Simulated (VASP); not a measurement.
The system is W.

```
W
1.0
    -1.58234    1.58234    1.58234
     1.58234   -1.58234    1.58234
     1.58234    1.58234   -1.58234
W
1
Direct
  0.00000 0.00000 0.00000
```

| Property | Result |
| --- | --- |
| Program | VASP 6.6.1 |
| Task | relaxation of cell and atoms |
| Functional | PBE |
| Potentials or basis | VASP PAW PBE potentials, release 64 (W_sv) |
| Cutoff | 520 eV |
| k mesh | 18 × 18 × 18 |
| Occupations | gaussian, width 0.1 eV |
| Spin | no spin polarisation |

At the start: pressure 6.2 GPa; volume 15.85 Å³/atom.

Problem. How do energy, volume and symmetry change on relaxing?

Solution. Over 4 steps the energy falls by 5.9 meV/atom and the volume is 16.16 Å³/atom (+2.0 %); space group Im-3m (No. 229, to 0.05 Å).

The path:
```
step  energy change (eV)  largest force (eV/Å)  pressure (GPa)  volume (Å³)
   1              0.0000                0.0000            6.24        15.85
   2              0.0629                0.0000          -18.07        17.31
   3             -0.0059                0.0000           -0.18        16.17
   4             -0.0059                0.0000            0.00        16.16
```

Final structure:
```
W
1.0
    -1.59265    1.59265    1.59265
     1.59265   -1.59265    1.59265
     1.59265    1.59265   -1.59265
W
1
Direct
  0.00000 0.00000 0.00000
```
